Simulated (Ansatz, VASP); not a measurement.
# Bi2TeSO: VASP beside Ansatz, part 2 of 2

One calculation is typed for both programs; each brings its own data sets. How far apart do they land? The cell is invented: As first built, before any earlier steps moved the atoms (in the runner's words): it takes the Bi2TeO2 structure with some of its atoms replaced by other elements, volume scaled by an estimate. It may not be a known or stable phase. The cell is taken from a series of VASP runs on this material, whose earlier steps may have relaxed, scaled or displaced it; both programs get it as it stands. Valence electrons are named where the data sets of a main pair hold unlike numbers.

VASP 6.6.1 and Ansatz 0.2.0.

So far. Step 2 (Ansatz: single point, BLYP): The run ends at a pressure of -0.12 GPa, with forces up to 0.081 eV/Å.

## (6) VASP: band structure, BLYP

Level of this step: BLYP; plane waves and PAW (Bi_d, Te, S, O); invented cell (VASP).

Levels along a path test the potential and the projectors away from the mesh points.

Input file INCAR:

```
SYSTEM = Bi2TeSO
PREC = Accurate
ENCUT = 520
EDIFF = 1E-06
NELM = 100
ISMEAR = 0
SIGMA = 0.05
LREAL = .FALSE.
ALGO = Normal
GGA = B5
ALDAX = 1
AGGAX = 1
AGGAC = 1
ALDAC = 0
NBANDS = 39
LORBIT = 11
LWAVE = .FALSE.
LCHARG = .FALSE.
KPAR = 2
```

Input file POSCAR:

```
Bi2TeSO
1.0
    3.7338181568     -4.1157878398      0.6431546745
    2.9539728281      3.3008283664     -0.0787490907
   -2.7004977216     -0.3985183535      6.6193827669
Bi Te S O
2 1 1 1
Direct
    0.7698583177      0.6161188311      0.3460162403
    0.4406374781      0.3155757562      0.7043641905
    0.7785398456      0.0558737630      0.9728709669
    0.2629869164      0.7111319679      0.4493680661
    0.7304304421      0.3057606820      0.5293905361
```

Input file KPOINTS:

```
Automatic mesh
0
Gamma
5 7 4
0 0 0
```

Input file KPOINTS_OPT:

```
Line mode
16
Line-mode
Reciprocal
  0.50000000   0.00000000   0.00000000 X
  0.00000000   0.00000000   0.00000000 GAMMA

  0.00000000   0.00000000   0.00000000 GAMMA
  0.00000000  -0.50000000   0.50000000 Y

  0.50000000  -0.50000000   0.50000000 L
  0.00000000   0.00000000   0.00000000 GAMMA

  0.00000000   0.00000000   0.00000000 GAMMA
  0.00000000   0.00000000  -0.50000000 Z

  0.50000000   0.00000000  -0.50000000 N
  0.00000000   0.00000000   0.00000000 GAMMA

  0.00000000   0.00000000   0.00000000 GAMMA
  0.00000000  -0.50000000   0.00000000 M

  0.50000000  -0.50000000   0.00000000 R
  0.00000000   0.00000000   0.00000000 GAMMA
```

PAW data sets: Bi_d, Te, S and O (PBE family, release 64).

Started as:

```console
mpirun -np 2 vasp_std
```

Numbers of over 12 decimals in the logs are rounded to 6 here.

What it wrote:

```text
[banner, memory and clock lines left out]
running    2 mpi-ranks, on    1 nodes
[...]
[... a notice as in an earlier step ...]

 LDA part: xc-table for (Slater(with rela. corr.)+VWN5), standard interpolation
 POSCAR, INCAR and KPOINTS ok, starting setup
[...]
entering main loop
       N       E                     dE             d eps       ncg     rms          rms(c)
DAV:   1     0.485144540722E+03    0.48514E+03   -0.21940E+04  5538   0.122E+03
DAV:   2     0.402114145826E+02   -0.44493E+03   -0.41712E+03  5658   0.342E+02
DAV:   3    -0.210300114444E+02   -0.61241E+02   -0.59352E+02  6834   0.141E+02
DAV:   4    -0.239037957221E+02   -0.28738E+01   -0.28584E+01  6538   0.332E+01
[...]
DAV:  13    -0.201436040713E+02   -0.19237E-04   -0.40763E-05  7128   0.365E-02    0.900E-03
DAV:  14    -0.201436058833E+02   -0.18119E-05   -0.75489E-06  5816   0.155E-02    0.507E-03
DAV:  15    -0.201436063935E+02   -0.51029E-06   -0.11331E-06  4952   0.609E-03
   1 F= -.20143606E+02 E0= -.20143606E+02  d E =-.902277E-14
 Start KPOINTS_OPT (optional k-point list driver)
k-point batch [1-71\112]
       N       E                     dE             ncg
DAV:   1     0.365569707484E+04   -0.34187E+05     5538
DAV:   2    -0.273740826563E+05   -0.31030E+05     5721
DAV:   3    -0.316058804251E+05   -0.42318E+04     6644
DAV:   4    -0.318037650020E+05   -0.19788E+03     6610
[...]
DAV:   8    -0.318119785259E+05   -0.68832E-04     7332
DAV:   9    -0.318119785271E+05   -0.12111E-05     4309
DAV:  10    -0.318119785275E+05   -0.37982E-06     4211
k-point batch [72-112\112]
       N       E                     dE             ncg
DAV:   1     0.134723387957E+05   -0.21262E+05     3198
DAV:   2    -0.436765952205E+04   -0.17840E+05     3286
DAV:   3    -0.676513386877E+04   -0.23975E+04     3925
DAV:   4    -0.687524515517E+04   -0.11011E+03     3806
DAV:   5    -0.687969490946E+04   -0.44498E+01     4453
DAV:   6    -0.687979916006E+04   -0.10425E+00     4374
DAV:   7    -0.687980158734E+04   -0.24273E-02     4542
DAV:   8    -0.687980162309E+04   -0.35756E-04     4182
DAV:   9    -0.687980162379E+04   -0.69630E-06     2389
```

OUTCAR, selected parts (step 6):

```text
  Total        0.0046003      0.0111841     -0.0095654     -0.0155182     -0.0011318      0.0195866
  in kB        0.0443888      0.1079171     -0.0922983     -0.1497374     -0.0109205      0.1889940
  external PRESSURE =       0.0200025 kB  Pullay stress =       0.0000000 kB

 POSITION                                       TOTAL-FORCE (eV/Angst)
 -----------------------------------------------------------------------------------
      3.76009     -1.27276      2.73703        -0.001036     -0.004046      0.001892
      0.67533     -1.05261      4.92100        -0.000185     -0.001188      0.002100
      0.44474     -3.40758      6.93613        -0.003028      0.003620     -0.002463
      1.86909      1.08584      3.08768         0.001368     -0.002500      0.001654
      2.20089     -2.20801      3.94994         0.002880      0.004114     -0.003183
 -----------------------------------------------------------------------------------
    total drift:                               -0.000165      0.001554     -0.000014

  FREE ENERGIE OF THE ION-ELECTRON SYSTEM (eV)
  ---------------------------------------------------
  free  energy   TOTEN  =       -20.1436063935 eV

  energy  without entropy=      -20.1436063935  energy(sigma->0) =      -20.14360639

[... 1 part as in an earlier step ...]

[... 2 further parts left out ...]
[key lines of the parts left out:]
E-fermi :   3.4513
```

Spin-orbit coupling is off here; with elements this heavy it splits and shifts levels by tenths of an eV or more.

## (7) Ansatz: band structure, BLYP

The same cell, functional (in two slightly different forms), mesh and smearing now go to Ansatz, which takes its cutoff from its data sets.

The cell is taken from a series of VASP runs on this material, whose earlier steps may have relaxed, scaled or displaced it; both programs get it as it stands.

Input file input.yaml:

```yaml
crystal:
  lattice:
    - [3.7338181568, -4.1157878398, 0.6431546745]
    - [2.9539728281, 3.3008283664, -0.0787490907]
    - [-2.7004977216, -0.3985183535, 6.6193827669]
  atoms:
    - { symbol: Bi, position: [0.7698583177, 0.6161188311, 0.3460162403] }
    - { symbol: Bi, position: [0.4406374781, 0.3155757562, 0.7043641905] }
    - { symbol: Te, position: [0.7785398456, 0.055873763, 0.9728709669] }
    - { symbol: S, position: [0.2629869164, 0.7111319679, 0.4493680661] }
    - { symbol: O, position: [0.7304304421, 0.305760682, 0.5293905361] }
hamiltonian:
  xc: blyp
  pseudopotentials: { kind: paw }
kpoints:
  mp_grid: { grid: [5, 7, 4] }
  band_path:
    path:
      - [0.5, 0.0, 0.0]
      - [0.4, 0.0, 0.0]
      - [0.26667, 0.0, 0.0]
      - [0.13333, 0.0, 0.0]
      - [0.0, 0.0, 0.0]
      - [0.0, -0.1, 0.1]
      - [0.0, -0.2, 0.2]
      - [0.0, -0.33333, 0.33333]
      - [0.0, -0.46667, 0.46667]
      - [0.43333, -0.43333, 0.43333]
      - [0.3, -0.3, 0.3]
      - [0.16667, -0.16667, 0.16667]
      - [0.06667, -0.06667, 0.06667]
      - [0.0, 0.0, -0.03333]
      - [0.0, 0.0, -0.16667]
      - [0.0, 0.0, -0.3]
      - [0.0, 0.0, -0.43333]
      - [0.0, 0.0, -0.5]
      - [0.46667, 0.0, -0.46667]
      - [0.36667, 0.0, -0.36667]
      - [0.23333, 0.0, -0.23333]
      - [0.1, 0.0, -0.1]
      - [0.0, 0.0, 0.0]
      - [0.0, -0.13333, 0.0]
      - [0.0, -0.26667, 0.0]
      - [0.0, -0.36667, 0.0]
      - [0.0, -0.5, 0.0]
      - [0.5, -0.5, 0.0]
      - [0.4, -0.4, 0.0]
      - [0.26667, -0.26667, 0.0]
      - [0.13333, -0.13333, 0.0]
      - [0.0, 0.0, 0.0]
    npoints: 1
scf:
  occupations: { method: gaussian, width: 0.05 }
  n_extra_bands: 8
output:
  forces: true
  stress: true
  eigenvalues: true
  write_density: true
  write_potential: true
  elf: true
  volumetric_format: npy
```

Started as:

```console
ansatz run input.yaml --threads 2 --pin off --max-ram 4608MiB --backend cpu --events-out ev --progress --plain --runs-dir out
```

What it wrote:

```text
[...]
Crystal: 5 atoms, lattice volume = 166.043 Å³
Basis set: ecut = 420 eV, 3245 PW (Γ), exchange–correlation on 80×60×96 points (8 copies of the dense FFT grid, shifted against one another)
Bands: 37, of which v1, the nominal top of the filled ones, is band 29 counted from 1 (28 counted from 0)
Symmetry: 1 space group operations
[...]
k-points: 71 of 140 (time reversal used)
[...]
k-point 0: bands = [... 25 lower, 4.2056, 4.5484, 4.8754, 5.2553, 7.5653, 7.9863, 8.3559, 8.8874, ... 4 higher]
  k-point 1: bands = [... 25 lower, 4.1950, 4.5271, 4.9790, 5.3542, 7.5376, 7.8925, 7.9628, 8.5899, ... 4 higher]
  k-point 2: bands = [... 25 lower, 4.1901, 4.6252, 5.0617, 5.4517, 7.2710, 7.4939, 7.8998, 8.7909, ... 4 higher]
  k-point 70: bands = [... 25 lower, 4.2460, 4.7703, 5.0796, 5.1344, 7.2705, 7.7654, 8.3960, 8.6948, ... 4 higher]
[key lines of the parts left out:]
SCF converged after 8 iterations
Free energy (F): -33323.967321 eV
Fermi energy:    6.146365 eV
P = ⅓ Tr σ = -0.1213 GPa (-1.213 kbar)
```

The job ended after 62 s (2 threads of Arm Neoverse N1, shared host; peak memory 0.6 GiB).

## (8) Comparison

What differs besides the data sets and the points named for the pairs above, as far as they apply: the data sets hold 58 valence electrons in Ansatz (on its default PAW (the set named soft_2) files) and 48 in VASP. Total energies have different zeros and are not compared.

The two programs side by side:

| quantity | Ansatz | VASP | difference |
| --- | --- | --- | --- |
| pressure (GPa) | -0.12 | 0.00 | -0.12 |
| pressure without Ansatz's Pulay correction (GPa) | -0.24 | 0.00 | -0.24 |
| gap over the path points (eV) | 1.325 | 1.331 | -0.006 |

Levels at points of the path, from each program's valence-band top (eV; 4 filled, then empty):

| k (reciprocal lattice) | Ansatz | VASP |
| --- | --- | --- |
| 0.500 0.000 0.000 | -1.55 -0.39 -0.20 -0.07 2.09 2.59 2.72 | -1.55 -0.39 -0.19 -0.07 2.10 2.60 2.72 |
| 0.400 0.000 0.000 | -1.51 -0.43 -0.35 -0.07 2.08 2.61 2.75 | -1.50 -0.43 -0.35 -0.07 2.09 2.62 2.75 |
| 0.267 0.000 0.000 | -1.31 -0.83 -0.47 -0.14 2.11 2.58 2.86 | -1.31 -0.82 -0.46 -0.14 2.11 2.59 2.86 |
| 0.133 0.000 0.000 | -1.24 -0.95 -0.55 -0.18 2.13 2.52 2.92 | -1.24 -0.95 -0.54 -0.19 2.14 2.53 2.92 |
| 0.000 0.000 0.000 | -1.25 -0.90 -0.58 -0.20 2.11 2.54 2.90 | -1.25 -0.90 -0.58 -0.20 2.12 2.54 2.91 |
| 0.000 -0.100 0.100 | -1.35 -0.92 -0.45 -0.17 2.15 2.52 2.68 | -1.35 -0.92 -0.45 -0.17 2.15 2.53 2.69 |
| 0.000 -0.200 0.200 | -1.36 -0.92 -0.35 -0.10 1.92 2.35 2.84 | -1.35 -0.92 -0.35 -0.10 1.93 2.35 2.85 |
| 0.000 -0.333 0.333 | -1.39 -0.85 -0.48 -0.14 2.06 2.36 3.25 | -1.39 -0.85 -0.48 -0.13 2.06 2.37 3.25 |
| 0.000 -0.467 0.467 | -1.65 -0.96 -0.49 -0.15 2.08 3.05 3.52 | -1.65 -0.95 -0.49 -0.14 2.08 3.06 3.53 |
| 0.433 -0.433 0.433 | -1.19 -0.83 -0.68 -0.18 2.15 2.40 3.14 | -1.19 -0.83 -0.68 -0.17 2.16 2.41 3.15 |

At this near-relaxed geometry the largest component of a force difference is 58 meV/Å. Among the levels compared at these points, filled levels agree within 9 meV and empty ones within 10 meV. Ansatz's pressure holds a Pulay correction of 0.12 GPa; VASP's holds none.

## (9) What the set-up changes

Further runs change the set-up of one program: Ansatz's method, potentials or start, or VASP's data sets, cutoff or form of LDA. The table gives Ansatz less VASP for each quantity, since a change that brings one quantity closer may part another.

| run | r.m.s. force difference (meV/Å) | pressure (GPa) | gap over the path points (eV) | pressure without Ansatz's Pulay correction (GPa) |
| --- | --- | --- | --- | --- |
| as above | 32 | -0.12 | -0.0058 | -0.24 |
| cores kept as stored | 32 | -0.12 | -0.0050 | -0.24 |
| Ansatz's larger PAW set (cutoff 900 eV) | 26 | -0.093 | -0.0025 |  |

## (10) Summary of results

```
r.m.s. force difference (single point, BLYP)   : 32 meV/Å
r.m.s. force difference (band structure, BLYP) : 32 meV/Å
```

What this shows: The r.m.s. force difference is 32 meV/Å (band structure, BLYP), beyond the 12 meV/Å picked in this series as the mark of a large difference. The data sets hold unlike numbers of valence electrons (58 in Ansatz and 48 in VASP), so part of the differences comes from the potentials. Single point, BLYP, cores kept as stored: the difference in gap on the k mesh goes from -4.1e-4 to 6.0e-5 eV. Single point, BLYP, Ansatz's larger PAW set (cutoff 900 eV): the difference in pressure goes from -0.13 to -0.096 GPa; the difference in gap on the k mesh goes from -4.1e-4 to 0.0032 eV. Band structure, BLYP, Ansatz's larger PAW set (cutoff 900 eV): the difference in gap over the path points goes from -0.0058 to -0.0025 eV. 4 further runs of this series are not shown here. How closely two codes agree says nothing of how well the functional describes the real material.

[Lines on the potential files, build, host, timing and source positions are cut from VASP's logs without a mark.]

[Logs are printed without paths, hosts, clocks, repeated set-up lines and the standing remarks that a program may print on its own settings, such as how far it seeks lower states.]

[Hosts, paths, dates, database ids (printed as entryN), source tags and the programs' standing remarks are cut or masked in the printed files.]
